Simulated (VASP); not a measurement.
Method: r2SCAN meta-GGA, VASP's PBE PAW potentials (set 64) (plane waves; VASP 6.6.1).

VASP ran on this input.

**KPOINTS**
```
Automatic mesh
0
Gamma
8 8 4
0 0 0
```

INCAR:
```
SYSTEM = ZnO
PREC = Accurate
ENCUT = 600
EDIFF = 1E-7
NELM = 100
ALGO = Normal
LREAL = .FALSE.
LASPH = .TRUE.
ISMEAR = 0
SIGMA = 0.05
METAGGA = R2SCAN
LMIXTAU = .TRUE.
LMAXMIX = 4
LWAVE = .FALSE.
LCHARG = .FALSE.
ISIF = 3
IBRION = 2
NSW = 40
EDIFFG = -0.01
PSTRESS = 10
```

### POSCAR
```
ZnO
1
    1.6157509991    -2.7985632789    -0.0000000000
    1.6157509991     2.7985632789     0.0000000000
    0.0000000000    -0.0000000000     5.2147401327
Zn O
2 2
Direct
  0.6666670000   0.3333330000   0.5016415303
  0.3333330000   0.6666670000   0.0016415303
  0.6666670000   0.3333330000   0.8803584697
  0.3333330000   0.6666670000   0.3803584697
```

POTCAR, in this order: Zn O (PBE.64 set). Program: vasp_std.

The run wrote:

OUTCAR:
```
 ion  position               nearest neighbor table
   1  0.667  0.333  0.502-   4 1.97   4 1.97   4 1.97   3 1.97
   2  0.333  0.667  0.002-   3 1.97   3 1.97   3 1.97   4 1.97
   3  0.667  0.333  0.880-   2 1.97   2 1.97   2 1.97   1 1.97
   4  0.333  0.667  0.380-   1 1.97   1 1.97   1 1.97   2 1.97
  LATTYP: Found a hexagonal cell.
 ALAT       =     3.2315023932
 C/A-ratio  =     1.6137200281
 Subroutine PRICEL returns:
 Original cell was already a primitive cell.
 Subroutine GETGRP returns: Found 12 space group operations
The static configuration has the point symmetry C_3v.
 The point group associated with its full space group is C_6v.
The dynamic configuration has the point symmetry C_3v.
 Subroutine INISYM returns: Found 12 space group operations
 Subroutine IBZKPT returns following result:
 Found     30 irreducible k-points:

 Following reciprocal coordinates:
            Coordinates               Weight
  0.000000  0.000000  0.000000      1.000000
  0.125000  0.000000  0.000000      6.000000
  0.250000  0.000000  0.000000      6.000000
  0.375000 -0.000000  0.000000      6.000000
  0.500000  0.000000  0.000000      3.000000
  0.125000  0.125000  0.000000      6.000000
  0.250000  0.125000  0.000000     12.000000
  0.375000  0.125000  0.000000     12.000000
  0.250000  0.250000  0.000000      6.000000
  0.375000  0.250000  0.000000      6.000000
  0.000000  0.000000  0.250000      2.000000
  0.125000  0.000000  0.250000     12.000000
  0.250000  0.000000  0.250000     12.000000
  0.375000 -0.000000  0.250000     12.000000
  0.500000  0.000000  0.250000      6.000000
  0.125000  0.125000  0.250000     12.000000
  0.250000  0.125000  0.250000     24.000000
  0.375000  0.125000  0.250000     24.000000
  0.250000  0.250000  0.250000     12.000000
  0.375000  0.250000  0.250000     12.000000
  0.000000  0.000000  0.500000      1.000000
  0.125000  0.000000  0.500000      6.000000
  0.250000  0.000000  0.500000      6.000000
  0.375000 -0.000000  0.500000      6.000000
  0.500000  0.000000  0.500000      3.000000
  0.125000  0.125000  0.500000      6.000000
  0.250000  0.125000  0.500000     12.000000
  0.375000  0.125000  0.500000     12.000000
  0.250000  0.250000  0.500000      6.000000
  0.375000  0.250000  0.500000      6.000000
   k-points           NKPTS =     30   k-points in BZ     NKDIM =     30   number of bands    NBANDS=     22
   number of dos      NEDOS =    301   number of ions     NIONS =      4
   total plane-waves  NPLWV =  32928
   dimension x,y,z NGX =    28 NGY =   28 NGZ =   42
   dimension x,y,z NGXF=    56 NGYF=   56 NGZF=   84
   ions per type =               2   2
   PREC   = accura    normal or accurate (medium, high low for compatibility)
   ISTART =      0    job   : 0-new  1-cont  2-samecut
   ICHARG =      2    charge: 1-file 2-atom 10-const
   ISPIN  =      1    spin polarized calculation?
   LNONCOLLINEAR =      F non collinear calculations
   LSORBIT =      F    spin-orbit coupling
   INIWAV =      1    electr: 0-lowe 1-rand  2-diag
   ENCUT  =  600.0 eV  44.10 Ry    6.64 a.u.   6.45  6.45 10.42*2*pi/ulx,y,z
   NELM   =    100;   NELMIN=  2; NELMDL= -5     # of ELM steps
   EDIFF  = 0.1E-06   stopping-criterion for ELM
   LREAL  =      F    real-space projection
   NLSPLINE    = F    spline interpolate recip. space projectors
   LMAXMIX     =    4 max onsite mixed and CHGCAR
   VOSKOWN=      0    Vosko Wilk Nusair interpolation
   EDIFFG = -.1E-01   stopping-criterion for IOM
   NSW    =     40    number of steps for IOM
   NBLOCK =      1;   KBLOCK =     40    inner block; outer block
   IBRION =      2    ionic relax: 0-MD 1-quasi-New 2-CG
   NFREE  =      1    steps in history (QN), initial steepest desc. (CG)
...
```

File OSZICAR:
```
       N       E                     dE             d eps       ncg     rms          rms(c)
DAV:   1     0.285620041051E+03    0.28562E+03   -0.21180E+04  1328   0.270E+03
DAV:   2    -0.132339282950E+02   -0.29885E+03   -0.28804E+03  1386   0.482E+02
DAV:   3    -0.459378435321E+02   -0.32704E+02   -0.32457E+02  1530   0.166E+02
DAV:   4    -0.465875699162E+02   -0.64973E+00   -0.64903E+00  1458   0.245E+01
DAV:   5    -0.465922669882E+02   -0.46971E-02   -0.46969E-02  1512   0.200E+00    0.150E+01
DAV:   6    -0.378533800172E+02    0.87389E+01   -0.75639E+00  2166   0.736E+01    0.104E+01
DAV:   7    -0.357509508945E+02    0.21024E+01   -0.31847E+00  1320   0.175E+01    0.526E+00
DAV:   8    -0.390551166071E+02   -0.33042E+01   -0.92775E-01  1634   0.230E+01    0.134E+00
DAV:   9    -0.357769786954E+02    0.32781E+01   -0.91129E-01  1606   0.193E+01    0.116E+00
DAV:  10    -0.362992376582E+02   -0.52226E+00   -0.31876E-01  1320   0.598E+00    0.255E-01
DAV:  11    -0.363001679309E+02   -0.93027E-03   -0.91204E-03  1656   0.994E-01    0.396E-01
DAV:  12    -0.363134863021E+02   -0.13318E-01   -0.18112E-03  1552   0.131E+00    0.200E-01
DAV:  13    -0.363106062557E+02    0.28800E-02   -0.24430E-02  1320   0.619E+00    0.104E+00
DAV:  14    -0.363205323869E+02   -0.99261E-02   -0.64635E-03  1616   0.173E+00    0.968E-01
DAV:  15    -0.363229731824E+02   -0.24408E-02   -0.19266E-03  1544   0.605E-01    0.888E-01
DAV:  16    -0.363237102679E+02   -0.73709E-03   -0.38896E-04  1488   0.320E-01    0.880E-01
DAV:  17    -0.363233753789E+02    0.33489E-03   -0.70862E-04  1506   0.875E-01    0.677E-01
DAV:  18    -0.363229311007E+02    0.44428E-03   -0.54063E-04  1678   0.868E-01    0.450E-01
DAV:  19    -0.363227682434E+02    0.16286E-03   -0.69991E-04  1994   0.749E-01    0.230E-01
DAV:  20    -0.363227756096E+02   -0.73662E-05   -0.25421E-04  1782   0.172E-01    0.171E-01
DAV:  21    -0.363227729342E+02    0.26754E-05   -0.99186E-06  1362   0.259E-02    0.156E-01
DAV:  22    -0.363228005101E+02   -0.27576E-04   -0.25060E-05  1724   0.907E-02    0.953E-02
DAV:  23    -0.363228080810E+02   -0.75710E-05   -0.85955E-06  1864   0.742E-02    0.491E-02
DAV:  24    -0.363228117560E+02   -0.36749E-05   -0.11801E-05  1524   0.985E-02    0.104E-02
DAV:  25    -0.363228145023E+02   -0.27463E-05   -0.50422E-06  1320   0.201E-02    0.637E-03
DAV:  26    -0.363228141788E+02    0.32347E-06   -0.12337E-07   884   0.625E-03    0.474E-03
DAV:  27    -0.363228157711E+02   -0.15923E-05   -0.12860E-07   840   0.103E-02    0.841E-04
DAV:  28    -0.363228153209E+02    0.45026E-06   -0.11357E-08   660   0.158E-03    0.692E-04
DAV:  29    -0.363228153366E+02   -0.15712E-07   -0.11852E-08   660   0.146E-03
   1 F= -.36028467E+02 E0= -.36028467E+02  d E =-.360285E+02
```

OUTCAR:
```
------------------------ aborting loop because EDIFF is reached ----------------------------------------
  FORCE on cell =-STRESS in cart. coord.  units (eV):
  Direction    XX          YY          ZZ          XY          YZ          ZX
  --------------------------------------------------------------------------------------
  Total        0.2810922      0.2810923      0.3094138      0.0000000      0.0000000      0.0000000
  in kB        9.5496440      9.5496471     10.5118235      0.0000000      0.0000000      0.0000000
  external PRESSURE =      -0.1296285 kB  Pullay stress =      10.0000000 kB
  volume of cell :       47.16
      direct lattice vectors                 reciprocal lattice vectors
     1.615750999 -2.798563279  0.000000000     0.309453623 -0.178663103  0.000000000
     1.615750999  2.798563279  0.000000000     0.309453623  0.178663103  0.000000000
     0.000000000  0.000000000  5.214740133     0.000000000  0.000000000  0.191764110
  FREE ENERGIE OF THE ION-ELECTRON SYSTEM (eV)
  ---------------------------------------------------
  free  energy   TOTEN  =       -36.3228153366 eV

  energy  without entropy=      -36.3228153366  energy(sigma->0) =      -36.32281534
  enthalpy is  TOTEN    =       -36.0284669574 eV   P V=        0.2943483792

 reached required accuracy - stopping structural energy minimisation
```
(Selected blocks of OUTCAR.)

**OUTCAR**
```
 val. band max:        0.9327896567   @ k =   0.0000   0.0000   0.0000

 cond. band min:       2.1687959770   @ k =   0.0000   0.0000   0.0000


 Fermi energy:         1.1443489737

 k-point     1 :       0.0000    0.0000    0.0000
  band No.  band energies     occupation
      1     -18.2269      2.00000
      2     -17.5304      2.00000
      3      -4.9305      2.00000
      4      -4.9305      2.00000
      5      -4.8885      2.00000
      6      -4.8443      2.00000
      7      -4.7171      2.00000
      8      -4.7170      2.00000
      9      -3.6315      2.00000
     10      -3.6315      2.00000
     11      -3.4221      2.00000
     12      -3.4220      2.00000
     13      -3.1619      2.00000
     14       0.1103      2.00000
     15       0.1103      2.00000
     16       0.8402      2.00000
     17       0.9328      2.00000
     18       0.9328      2.00000
     19       2.1688      0.00000
     20       6.8241      0.00000
     21       9.7570      0.00000
     22      14.6917      0.00000

 k-point     2 :       0.1250    0.0000    0.0000
  band No.  band energies     occupation
      1     -18.1444      2.00000
      2     -17.4939      2.00000
      3      -5.0221      2.00000
      4      -4.8798      2.00000
      5      -4.8380      2.00000
      6      -4.7630      2.00000
      7      -4.6678      2.00000
      8      -4.6443      2.00000
      9      -3.6678      2.00000
     10      -3.6352      2.00000
     11      -3.4144      2.00000
     12      -3.3589      2.00000
     13      -3.1807      2.00000
     14      -0.4365      2.00000
     15      -0.1000      2.00000
     16       0.1839      2.00000
     17       0.7330      2.00000
     18       0.8190      2.00000
     19       3.1320      0.00000
     20       7.4627      0.00000
     21       9.7340      0.00000
     22      13.1834      0.00000

 k-point     3 :       0.2500    0.0000    0.0000
  band No.  band energies     occupation
      1     -17.9321      2.00000
...
```

The compound is ZnO in the wurtzite structure. It was relaxed first under an external pressure of 1 GPa.
